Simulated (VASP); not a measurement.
# Be16B (a cell with a defect) in VASP: notebook

Runs on Be16B (a cell with a defect). Level: PBE. Tasks: single point.

Everything below comes from runs of VASP 6.6.1. Logs are shortened: lines on timing, memory, paths and dates and some standing lists are left out, and cuts for length are marked.

## 1. The structure

The cell holds a defect, 17 atoms: a = 4.580 Å, b = 3.966 Å, c = 7.177 Å, α = 90.00°, β = 90.00°, γ = 90.00°.

The cell was built by a generator and needn't be a form met in nature.

## 2. Single point, PBE

Contents of INCAR:

```
  PREC = Accurate
  ENCUT = 520
  EDIFF = 1E-7
  ISMEAR = -1
  SIGMA = 0.1
  LREAL = Auto
  LASPH = True
  NELM = 100
  ALGO = Normal
  ISIF = 2
  LWAVE = False
  LCHARG = False
  GGA = PE
  NBANDS = 32
```

Contents of KPOINTS:

```
Automatic mesh
0
Gamma
  2 3 2
```

Contents of POSCAR:

```
Be16B
1.0
   -2.2900000000     -3.9663960000      0.0000000000
    3.4350000000     -1.9831980000      0.0000000000
    0.0000000000      0.0000000000      7.1768600000
Be B
16 1
Direct
    0.7112269028      0.4340930444     -0.0062004832
    0.5532244152      0.2950753744      0.2463890894
    0.7792875260      0.4177782924      0.5017793297
    0.4876870694      0.2827957464      0.7374952277
    0.3110205111      0.0852509375      0.0196046739
    0.2858247657      0.8616415469      0.2886777783
    0.5149968819     -0.0698274062      0.5259263801
    0.2336075575      0.7837441941      0.7655994404
    0.2170126375      0.5847333159      0.0578107975
    0.0170202053      0.2418271529      0.2245968293
    0.2429761840      0.4386653454      0.4743996678
    0.0013160582      0.2535702397      0.7540902289
   -0.1116911120     -0.0634272625     -0.0322564464
    0.8568715965      0.7304908169      0.2749809805
    0.0203096842     -0.1048590460      0.5065167775
    0.7688142237      0.7410144315      0.7402680281
    0.5901767864      0.8200014093      0.1055336178
```

Potentials or basis: VASP PAW PBE potentials, release 64 (Be, B).

Command:

```console
$ cat potpaw_PBE.64/Be/POTCAR potpaw_PBE.64/B/POTCAR > POTCAR
$ mpirun -np 1 vasp_std > vasp.out
```

OUTCAR:

```text
PREC = Accurate
   ENCUT = 520
   EDIFF = 1E-7
   ISMEAR = -1
   LREAL = Auto
   LASPH = True
   NELM = 100
   ISIF = 2
   GGA = PE

 ion  position               nearest neighbor table
   1  0.711  0.434  0.994-  17 1.81   2 2.03  13 2.14  13 2.16   4 2.19  16 2.21  12 2.29  10 2.30
                             5 2.30   9 2.39
   2  0.553  0.295  0.246-   1 2.03   6 2.13   5 2.14  10 2.14  17 2.15   3 2.16  14 2.23  11 2.24
                             9 2.35
   3  0.779  0.418  0.502-  14 2.08  11 2.13  16 2.14   2 2.16  12 2.18  15 2.19   4 2.22   7 2.29
                            15 2.35   7 2.37  10 2.37
   4  0.488  0.283  0.737-   7 2.07   1 2.19   3 2.22  16 2.23  12 2.23  11 2.28   8 2.30   8 2.31
                             5 2.32  12 2.36
   5  0.311  0.085  0.020-  17 1.77   9 2.05   9 2.05  13 2.06  10 2.09   6 2.13   2 2.14   8 2.21
                             1 2.30   4 2.32
   6  0.286  0.862  0.289-  17 1.92  15 1.99  10 2.00   9 2.01   7 2.02  14 2.03   5 2.13   2 2.13
                            11 2.15
   7  0.515  0.930  0.526-   6 2.02   4 2.07  16 2.07   8 2.23  15 2.27   3 2.29  15 2.32  11 2.34
                             3 2.37
   8  0.234  0.784  0.766-  16 2.14  15 2.15  12 2.15   5 2.21   7 2.23  13 2.23   9 2.24   4 2.30
                             4 2.31  12 2.36
   9  0.217  0.585  0.058-  17 1.98   6 2.01  10 2.03   5 2.05   5 2.05  13 2.15   8 2.24  14 2.34
                             2 2.35   1 2.39
  10  0.017  0.242  0.225-   6 2.00   9 2.03   5 2.09  14 2.10   2 2.14  14 2.19  11 2.21  13 2.28
                             1 2.30   3 2.37
  11  0.243  0.439  0.474-  15 2.09   3 2.13   6 2.15  10 2.21   2 2.24   4 2.28   7 2.34
  12  0.001  0.254  0.754-  13 2.05   8 2.15   3 2.18  16 2.21   4 2.23  15 2.28   1 2.29  16 2.30
                             8 2.36   4 2.36
  13  0.888  0.937  0.968-  17 1.75  16 1.89  12 2.05   5 2.06   1 2.14   9 2.15   1 2.16   8 2.23
                            10 2.28  14 2.36
  14  0.857  0.730  0.275-  17 1.76  15 1.94   6 2.03   3 2.08  10 2.10  10 2.19   2 2.23   9 2.34
                            13 2.36
  15  0.020  0.895  0.507-  14 1.94   6 1.99  11 2.09  16 2.12   8 2.15   3 2.19   7 2.27  12 2.28
                             7 2.32   3 2.35
  16  0.769  0.741  0.740-  13 1.89   7 2.07  15 2.12   3 2.14   8 2.14   1 2.21  12 2.21   4 2.23
                            12 2.30
  17  0.590  0.820  0.106-  13 1.75  14 1.76   5 1.77   1 1.81   6 1.92   9 1.98   2 2.15

  LATTYP: Found a simple orthorhombic cell.
 ALAT       =     3.9663962620
 B/A-ratio  =     1.1547004875
 C/A-ratio  =     1.8094157835

  Lattice vectors:

 A1 = (  -3.4350000000,   1.9831980000,   0.0000000000)
 A2 = (  -2.2900000000,  -3.9663960000,   0.0000000000)
 A3 = (   0.0000000000,   0.0000000000,   7.1768600000)

Analysis of symmetry for initial positions (statically):
=====================================================================
 Subroutine PRICEL returns:
 Original cell was already a primitive cell.

 Routine SETGRP: Setting up the symmetry group for a
 simple orthorhombic supercell.

 Subroutine GETGRP returns: Found  1 space group operations
 (whereof  1 operations were pure point group operations)
 out of a pool of  8 trial point group operations.

The static configuration has the point symmetry C_1 .

Analysis of symmetry for dynamics (positions and initial velocities):
=====================================================================
 Subroutine PRICEL returns:
 Original cell was already a primitive cell.

 Routine SETGRP: Setting up the symmetry group for a
 simple orthorhombic supercell.

 Subroutine GETGRP returns: Found  1 space group operations
 (whereof  1 operations were pure point group operations)
 out of a pool of  8 trial point group operations.

The dynamic configuration has the point symmetry C_1 .

 Subroutine INISYM returns: Found  1 space group operations
 (whereof  1 operations are pure point group operations),
 and found     1 'primitive' translations

----------------------------------------------------------------------------------------

                                     Primitive cell

  volume of cell :     130.3755

  direct lattice vectors                    reciprocal lattice vectors
    -2.290000000 -3.966396000  0.000000000    -0.109170306 -0.189088533  0.000000000
     3.435000000 -1.983198000  0.000000000     0.218340611 -0.126059022  0.000000000
     0.000000000  0.000000000  7.176860000     0.000000000  0.000000000  0.139336702

  length of vectors
     4.579999697  3.966396262  7.176860000     0.218340626  0.252118027  0.139336702

  position of ions in fractional coordinates (direct lattice)
     0.711226903  0.434093044  0.993799517
     0.553224415  0.295075374  0.246389089
     0.779287526  0.417778292  0.501779330
     0.487687069  0.282795746  0.737495228
     0.311020511  0.085250937  0.019604674
     0.285824766  0.861641547  0.288677778
[... 9 lines left out ...]
     0.768814224  0.741014431  0.740268028
     0.590176786  0.820001409  0.105533618

  ion indices of the primitive-cell ions
   primitive index   ion index
                 1           1
                 2           2
                 3           3
                 4           4
                 5           5
                 6           6
[... 9 lines left out ...]
                16          16
                17          17

----------------------------------------------------------------------------------------

 KPOINTS: Automatic mesh

Automatic generation of k-mesh.
 Grid dimensions read from file:
 generate k-points for:    2    3    2

 Generating k-lattice:

  Cartesian coordinates                     Fractional coordinates (reciprocal lattice)
    -0.054585153 -0.094544266  0.000000000     0.500000000  0.000000000  0.000000000
     0.072780204 -0.042019674  0.000000000    -0.000000000  0.333333333  0.000000000
     0.000000000  0.000000000  0.069668351     0.000000000  0.000000000  0.500000000

  Length of vectors
     0.109170313  0.084039342  0.069668351

  Shift w.r.t. Gamma in fractional coordinates (k-lattice)
     0.000000000  0.000000000  0.000000000

 Subroutine IBZKPT returns following result:
 ===========================================

 Found      8 irreducible k-points:

 Following reciprocal coordinates:
            Coordinates               Weight
  0.000000  0.000000  0.000000      1.000000
  0.500000  0.000000  0.000000      1.000000
  0.000000  0.333333  0.000000      2.000000
  0.500000  0.333333  0.000000      2.000000
  0.000000  0.000000  0.500000      1.000000
  0.500000  0.000000  0.500000      1.000000
  0.000000  0.333333  0.500000      2.000000
  0.500000  0.333333  0.500000      2.000000
   k-points           NKPTS =      8   k-points in BZ     NKDIM =      8   number of bands    NBANDS=     32
   number of dos      NEDOS =    301   number of ions     NIONS =     17
   total plane-waves  NPLWV =  58320
   dimension x,y,z NGX =    36 NGY =   30 NGZ =   54
   dimension x,y,z NGXF=    72 NGYF=   60 NGZF=  108
   ions per type =              16   1
   NGX,Y,Z   is equivalent  to a cutoff of  13.07, 12.57, 12.51 a.u.
   NGXF,Y,Z  is equivalent  to a cutoff of  26.13, 25.15, 25.02 a.u.
 SYSTEM =  unknown system
   PREC   = accura    normal or accurate (medium, high low for compatibility)
   ISTART =      0    job   : 0-new  1-cont  2-samecut
   ICHARG =      2    charge: 1-file 2-atom 10-const
   ISPIN  =      1    spin polarized calculation?
   LNONCOLLINEAR =      F non collinear calculations
   LSORBIT =      F    spin-orbit coupling
   LASPH  =      T    aspherical Exc in radial PAW
   ENCUT  =  520.0 eV  38.22 Ry    6.18 a.u.   8.52  7.37 13.34*2*pi/ulx,y,z
   NELM   =    100;   NELMIN=  2; NELMDL= -5     # of ELM steps
   EDIFF  = 0.1E-06   stopping-criterion for ELM
   LREAL  =      T    real-space projection
   EDIFFG = 0.1E-05   stopping-criterion for IOM
   NSW    =      0    number of steps for IOM
   IBRION =     -1    ionic relax: 0-MD 1-quasi-New 2-CG
   NFREE  =      0    steps in history (QN), initial steepest desc. (CG)
   ISIF   =      2    stress and relaxation
   ISYM   =      2    0-nonsym 1-usesym 2-fastsym
   POTIM  = 0.5000    time-step for ionic-motion
   TEBEG  =    0.0;   TEEND  =   0.0 temperature during run
   PSTRESS=    0.0 pullay stress
   NELECT =      35.0000    total number of electrons
   NUPDOWN=      -1.0000    fix difference up-down
   EMIN   =  10.00;   EMAX   =-10.00  energy-range for DOS
   EFERMI =   0.00;   METHOD = LEGACY
   ISMEAR =    -1;   SIGMA  =   0.10  broadening in eV -4-tet -1-fermi 0-gaus
   EFERMI_NEDOS =   21; number of points for ismear=-14 and -15
   IALGO  =     38    algorithm
   IMIX   =      4    mixing-type and parameters
     AMIX     =   0.40;   BMIX     =  1.00
     AMIX_MAG =   1.60;   BMIX_MAG =  1.00
  volume/ion in A,a.u.               =       7.67        51.75
  Fermi-wavevector in a.u.,A,eV,Ry     =   1.056085  1.995711 15.174786  1.115315
  Thomas-Fermi vector in A             =   2.191307
   LORBIT       =      0    0 simple, 1 ext, 2 COOP (PROOUT), +10 PAW based schemes
   GGA     = PE    functional components
   LHFCALC =     F    Hartree Fock is set to
   AEXX    =    0.0000 exact exchange contribution
   IVDW    =     0    specifies the selected vdW correction
   LEPSILON=     F    determine dielectric tensor
   LRPA    =     F    only Hartree local field effects (RPA)
 non-spin polarized calculation
  energy-cutoff  :      520.00
  volume of cell :      130.38
 maximum number of plane-waves:      3536
 NGX is ok and might be reduce to    36
   NGX = 17   NGY = 15   NGZ = 27

 number of electron      35.0000000 magnetization

 Free energy of the ion-electron system (eV)
  ---------------------------------------------------
  ext. energy  EPLUGINS =         0.00000000
  ---------------------------------------------------
  free energy    TOTEN  =       -62.07793331 eV

  energy without entropy =      -61.98437908  energy(sigma->0) =      -62.03115620

 E-fermi :   7.2463     XC(G=0): -10.7267

 val. band max:        7.2316403443   @ k =   0.5000   0.0000   0.5000
 cond. band min:       7.3368348772   @ k =   0.0000   0.0000   0.0000
 fundamental gap:      0.1051945329
 Fermi energy:         7.2462885923

 k-point     1 :       0.0000    0.0000    0.0000
  band No.  band energies     occupation
      1      -4.8982      2.00000
      2      -2.7507      2.00000
      3      -2.0862      2.00000
      4       0.2068      2.00000
      5       0.5293      2.00000
      6       1.5629      2.00000
[... 21 lines left out ...]
     28      11.2067      0.00000
     29      11.5282      0.00000

 k-point     2 :       0.5000    0.0000    0.0000
  band No.  band energies     occupation
      1      -4.0254      2.00000
      2      -3.1751      2.00000
      3      -1.4003      2.00000
      4      -1.1560      2.00000
      5      -0.8863      2.00000
      6      -0.6548      2.00000
[... 21 lines left out ...]
     28      12.3662      0.00000
     29      12.6644      0.00000

 k-point     3 :       0.0000    0.3333    0.0000
  band No.  band energies     occupation
      1      -4.1924      2.00000
      2      -2.1519      2.00000
      3      -1.4936      2.00000
      4      -1.2950      2.00000
      5       0.3454      2.00000
      6       0.9437      2.00000
[... 125 lines left out ...]
      4      -0.5046      2.00000
      5       0.3746      2.00000
      6       1.0738      2.00000
[... 21 lines left out ...]
     28      12.0981      0.00000
     29      12.9090      0.00000

 k-point     8 :       0.5000    0.3333    0.5000
  band No.  band energies     occupation
      1      -3.2956      2.00000
      2      -2.1040      2.00000
      3      -1.6698      2.00000
      4      -1.3132      2.00000
      5      -0.4750      2.00000
      6       0.1942      2.00000
[... 21 lines left out ...]
     28      12.2102      0.00000
     29      12.6673      0.00000
 [bands above 29 left out]

------------------------ aborting loop because EDIFF is reached ----------------------------------------

  FORCE on cell =-STRESS in cart. coord.  units (eV):
  Direction    XX          YY          ZZ          XY          YZ          ZX
  --------------------------------------------------------------------------------------
  -------------------------------------------------------------------------------------
  Total        8.3232696      4.6963134     17.4388875      2.4252508     -5.0868813     -2.7711725
  in kB      102.2841926     57.7127318    214.3055088     29.8037712    -62.5123981    -34.0547837
  external PRESSURE =     124.7674777 kB  Pullay stress =       0.0000000 kB

 VOLUME and BASIS-vectors are now :
 -----------------------------------------------------------------------------
  energy-cutoff  :      520.00
  volume of cell :      130.38
      direct lattice vectors                 reciprocal lattice vectors
    -2.290000000 -3.966396000  0.000000000    -0.109170306 -0.189088533  0.000000000
     3.435000000 -1.983198000  0.000000000     0.218340611 -0.126059022  0.000000000
     0.000000000  0.000000000  7.176860000     0.000000000  0.000000000  0.139336702

 POSITION                                       TOTAL-FORCE (eV/Angst)
 -----------------------------------------------------------------------------------
     -0.13760     -3.68190      7.13236        -0.014040     -0.538356     -0.907768
     -0.25330     -2.77950      1.76830         0.375736      0.672885      0.020368
     -0.34950     -3.91950      3.60120         0.179720      0.720438     -0.026393
     -0.14540     -2.49520      5.29290        -0.381940     -0.420842      0.387017
     -0.41940     -1.40270      0.14070         0.455236      0.178135     -1.082619
      2.30520     -2.84250      2.07180        -0.800897     -0.551920     -0.471616
[... 9 lines left out ...]
      0.78480     -4.51900      5.31280         0.029094      1.053941     -0.837613
      1.46520     -3.96710      0.75740         1.335467      1.753857      1.090779
 -----------------------------------------------------------------------------------
    total drift:                                0.000019     -0.000649      0.000165

  FREE ENERGIE OF THE ION-ELECTRON SYSTEM (eV)
  ---------------------------------------------------
  free  energy   TOTEN  =       -62.0779333075 eV

  energy  without entropy=      -61.9843790840  energy(sigma->0) =      -62.03115620
```

It took 35 s on 1 thread of Intel Xeon 6975P-C (Granite Rapids), shared host; peak memory 0.23 GiB.

Results:

| Item | Value |
| --- | --- |
| Free energy | -62.0779 eV |
| Pressure | 12.5 GPa |
| Largest force | 2.460 eV/Å |
| Band gap on the k mesh | none (metal or under the smearing width) |

Forces on the atoms (eV/Å):
```
Be  -0.014 -0.538 -0.908
Be   0.376  0.673  0.020
Be   0.180  0.720 -0.026
Be  -0.382 -0.421  0.387
Be   0.455  0.178 -1.083
Be  -0.801 -0.552 -0.472
Be  -0.256  0.036 -0.398
Be  -0.333 -0.358  0.158
Be  -0.506 -1.022 -0.829
Be   0.049  0.772  0.884
Be  -0.562 -0.509  0.693
Be   0.168 -0.063 -0.348
Be  -0.277 -0.982  1.214
Be  -0.736  0.102 -0.600
Be   1.275 -0.843  1.053
Be   0.029  1.054 -0.838
B    1.335  1.754  1.091
```

Levels at points of the mesh, in eV from the Fermi level:
| k point | band 14 | band 15 | band 16 | band 17 | band 18 | band 19 | band 20 | band 21 | band 22 | band 23 |
| --- | --- | --- | --- | --- | --- | --- | --- | --- | --- | --- |
| (0.00, 0.00, 0.00) | -3.39 | -1.77 | -1.34 | -0.69 | 0.09 | 0.54 | 0.85 | 1.27 | 1.76 | 2.25 |
| (0.50, 0.00, 0.00) | -2.26 | -1.86 | -1.71 | -1.29 | -0.98 | 0.22 | 0.36 | 0.65 | 0.85 | 1.09 |
| (0.00, 0.00, 0.50) | -2.63 | -2.02 | -1.60 | -1.03 | -0.04 | 0.99 | 1.19 | 1.69 | 1.98 | 2.06 |
| (0.50, 0.00, 0.50) | -2.42 | -2.16 | -1.56 | -1.27 | -0.01 | 0.50 | 0.74 | 1.20 | 1.91 | 2.39 |

Caveat: the k mesh is coarse (spacing up to 0.69 Å⁻¹), so the values aren't converged.

(Part 1 of 2 ends here.)
